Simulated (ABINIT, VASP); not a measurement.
The input files of a VASP run:

POSCAR:
```
Na
1
   -2.1300000000     2.1300000000     2.1300000000
    2.1300000000    -2.1300000000     2.1300000000
    2.1300000000     2.1300000000    -2.1300000000
Na
1
Direct
  0.0000000000   0.0000000000   0.0000000000
```

INCAR:
```
NELM = 100   # most electronic steps
LCHARG = F
GGA = PE   # PBE
SYSTEM = Na
SIGMA = 0.1   # width (eV)
EDIFF = 1E-6
ENCUT = 300   # plane-wave cut-off (eV)
PREC = Accurate
LWAVE = F
LREAL = F
ALGO = Normal
ISMEAR = -1   # Fermi-Dirac
LASPH = T   # aspherical one-centre terms
ISIF = 2   # forces and stress, cell fixed
```

### KPOINTS
```
Automatic mesh
0
Gamma
4 4 4
0 0 0
```

POTCAR, in this order: Na_pv (PBE.64 set). Program: vasp_std.

**Question.** Translate it to ABINIT.

**Answer.** One input that does it (PBE, norm-conserving pseudopotentials (PseudoDojo nc-sr-05 PBE standard)):
```
# Na, PseudoDojo nc-sr-05 PBE standard
pp_dirpath "./"
pseudos "Na.upf"
acell 3.6892682201 3.6892682201 3.6892682201 Angstrom
rprim
        -0.5773502692    0.5773502692    0.5773502692
         0.5773502692   -0.5773502692    0.5773502692
         0.5773502692    0.5773502692   -0.5773502692
natom 1
ntypat 1
znucl 11
typat 1
xred    0.0000000000    0.0000000000    0.0000000000
ecut 1197 eV
ixc 11
occopt 3
tsmear 0.00367493
nband 10
kptopt 1
ngkpt 4 4 4
nshiftk 1
shiftk 0 0 0
nstep 60
toldfe 1.0e-09
prtwf 0
prtden 0
enunit 2
```
Both are inputs of real runs that ended normally. What can't carry over is the choice of potentials or basis and its cut-off, and each code's defaults.

The structure is a typed Na crystal (Im-3m). The cell was not relaxed at this level, and it may have been scaled.
